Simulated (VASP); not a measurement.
Input of a VASP 6.6.1 run:

File INCAR:

```
PREC = Accurate ; ENCUT = 600
EDIFF = 1E-7 ; ISMEAR = -1
SIGMA = 0.05 ; LREAL = False
LASPH = True ; NELM = 60
ALGO = Normal ; ISIF = 3
LWAVE = False ; LCHARG = False
GGA = CA ; IBRION = 2
NSW = 60 ; EDIFFG = -0.02
PSTRESS = 200
```

The input KPOINTS:

```
Automatic mesh
0
Gamma
  6 6 5
```

The input POSCAR:

```
LiYHg
1.0
    4.2179400000      0.0000000000      0.0000000000
    0.0000000000      4.2179400000      0.0000000000
    0.0000000000      0.0000000000      5.2510900000
Li Y Hg
1 1 1
Direct
    0.5000000000      0.5000000000      0.5000000000
    0.0000000000      0.0000000000      0.0000000000
    0.5000000000      0.5000000000      0.0000000000
```

Potentials or basis: VASP PAW LDA potentials, release 64 (Li_sv, Y_sv, Hg).

The run is started by

```console
$ cat potpaw_LDA.64/Li_sv/POTCAR potpaw_LDA.64/Y_sv/POTCAR potpaw_LDA.64/Hg/POTCAR > POTCAR
$ mpirun -np 1 vasp_std > vasp.out
```

Problem. Estimate the space group after relaxing (to 0.05 Å).

Solution. P4/mmm (No. 123).

Problem. What does it give for the band gap on the k mesh?

Solution. None (metal or under the smearing width).

Problem. Predict the relaxed volume.

Solution. 21.30 Å³/atom.

Step by step:
```
step  energy change (eV)  largest force (eV/Å)  pressure (GPa)  volume (Å³)
   1              0.0000                0.0000           -2.85        93.42
   2              7.7333                0.0000          105.28        45.30
   3              0.6872                0.0000           16.26        68.05
   4              0.8477                0.0000           18.60        66.60
   5              0.9240                0.0000           19.68        65.97
   6              1.0251                0.0000           20.39        63.66
   7              1.0208                0.0000           20.38        63.70
   8              1.0148                0.0000           20.34        63.74
   9              0.9613                0.0000           19.55        64.17
  10              0.9903                0.0000           19.98        63.94
  11              0.9943                0.0000           19.99        63.91
```

Caveat: the cutoff is under 1.25 times the usual one of these potentials, so pressure, stress and relaxed cells hold a basis-set (Pulay) error; the cell is relaxed towards a set pressure, so the enthalpy falls and the energy may rise; the volume moved by over 15 % at a fixed basis, so the end points are rough. Spin-orbit coupling is left out, which matters for the levels of Hg.
